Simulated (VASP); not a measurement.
An input for Ansatz (written as the equivalent of a VASP run, and not itself run):

Ansatz 0.2 input:
```yaml
crystal:
  lattice:
    - [0.0000000, 3.1616850, 3.1616850]
    - [3.1616850, 0.0000000, 3.1616850]
    - [3.1616850, 3.1616850, 0.0000000]
  atoms:
    - { symbol: Na, position: [0.0000000, 0.0000000, 0.0000000] }
    - { symbol: I, position: [0.5000000, 0.5000000, 0.5000000] }
kpoints:
  mp_grid: { grid: [9, 9, 9] }
hamiltonian:
  xc: pbe
  pseudopotentials: { kind: paw }
scf:
  occupations: { method: gaussian, width: 0.01 }
  max_iter: 100
output: { forces: true, stress: true, eigenvalues: true }
```

Write the VASP files for the same calculation (PBE).

One answer among several that fit: 
KPOINTS:
```
Regular mesh
0
gamma
9 9 9
```

### INCAR
```
! general
SYSTEM   =  NaI
PREC     =  Accurate
ENCUT    =  300
LREAL    =  .FALSE.
LASPH    =  .TRUE.

! electronic loop
EDIFF    =  1E-6
NELM     =  100
ALGO     =  Normal
LMAXMIX  =  4

! smearing
ISMEAR   =  0
SIGMA    =  0.01

! functional
GGA      =  PE

! ions
ISIF     =  2

! output
LWAVE    =  .FALSE.
LCHARG   =  .FALSE.
```

**POSCAR**
```
NaI
1
    0.0000000000     3.1616850000     3.1616850000
    3.1616850000     0.0000000000     3.1616850000
    3.1616850000     3.1616850000     0.0000000000
Na I
1 1
Direct
  0.0000000000   0.0000000000   0.0000000000
  0.5000000000   0.5000000000   0.5000000000
```

POTCAR, in this order: Na_pv I (PBE.64 set). Program: vasp_std.

The two are equivalent in intent, not identical: each code has its own PAW files, so the cut-off isn't converted (ENCUT is set for VASP's; basis.ecutwfc is left out, and Ansatz then takes the one that its files recommend); Ansatz stops its SCF on the density residual and VASP on the energy change (EDIFF).

The structure comes from a computed database's NaI entry; how it stands against other phases isn't given here. The cell was not relaxed at this level.
